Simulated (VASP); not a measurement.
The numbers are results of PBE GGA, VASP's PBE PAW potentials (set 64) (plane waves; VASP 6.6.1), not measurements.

VASP ran on this input.

INCAR:
```
GGA = PE   # PBE
PREC = Accurate
SIGMA = 0.272   # width (eV)
ISMEAR = 0   # Gaussian
ISIF = 2   # forces and stress, cell fixed
LMAXMIX = 6   # l cut-off of mixed one-centre charges
SYSTEM = Ta
LCHARG = .FALSE.
ALGO = Normal   # blocked Davidson
EDIFF = 1E-6
ENCUT = 180
LASPH = .TRUE.   # aspherical one-centre terms
LREAL = .FALSE.   # projection in real space or not
NELM = 100   # most electronic steps
LWAVE = .FALSE.
```

File KPOINTS:
```
Regular mesh
0
gamma
  1 1 1
0.5 0.5 0.5
```

### POSCAR
```
Ta
2.8755960
 -0.5773502258   0.5773502258   0.5773502258
  0.5773502258  -0.5773502258   0.5773502258
  0.5773502258   0.5773502258  -0.5773502258
Ta
1
Cartesian
  0.0000000000   0.0000000000   0.0000000000
```

POTCAR, in this order: Ta_pv (PBE.64 set). Program: vasp_std.

Question: What will the output report for the number of irreducible k-points (NKPTS), largest plane-wave count, number of space-group operations, FFT grid (NGX, NGY, NGZ)?

Answer: 
```
Item                                          Result
--------------------------------------  ------------
number of irreducible k-points (NKPTS)             1
largest plane-wave count                         116
number of space-group operations                  48
FFT grid (NGX, NGY, NGZ)                14 × 14 × 14
```

The structure comes from a computed database's Ta entry; how it stands against other phases isn't given here. The cell was not relaxed at this level. The k-mesh is coarse (spacing up to 2.68 per Å, 2π included), so the numbers may not be converged in it. The run is one of a series of settings (ENCUT = 180, ISMEAR = 0, SIGMA = 0.272, KPOINTS 1×1×1 Γ-centred mesh shifted by (0.5, 0.5, 0.5) against the base run), some of them coarse on purpose.
